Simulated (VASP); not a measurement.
Given:

```
CELL_PARAMETERS angstrom
      0.00000     3.06000     3.06000
      3.06000     0.00000     3.06000
      3.06000     3.06000     0.00000
ATOMIC_POSITIONS crystal
  Pb 0.00000 0.00000 0.00000
  Se 0.50000 0.50000 0.50000
```

The numbers are results of PBE GGA, VASP's PBE PAW potentials (set 64) (plane waves; VASP 6.6.1), not measurements. Run with EDIFF = 1E-3, 400 eV cut-off, 7×7×7 Γ-centred mesh, Gaussian smearing of 0.050 eV, potentials Pb_d Se.

Problem. Give the stress tensor in GPa (positive for a compressed cell).

Solution. 
```
2.59  0.00  0.00
0.00  2.59  0.00
0.00  0.00  2.59
```
The pressure is its mean diagonal, 2.59 GPa.

The compound is PbSe in the rock salt structure. The cell was not relaxed at this level. The run is one of a series of settings (EDIFF = 1E-3 against the base run), some of them coarse on purpose.
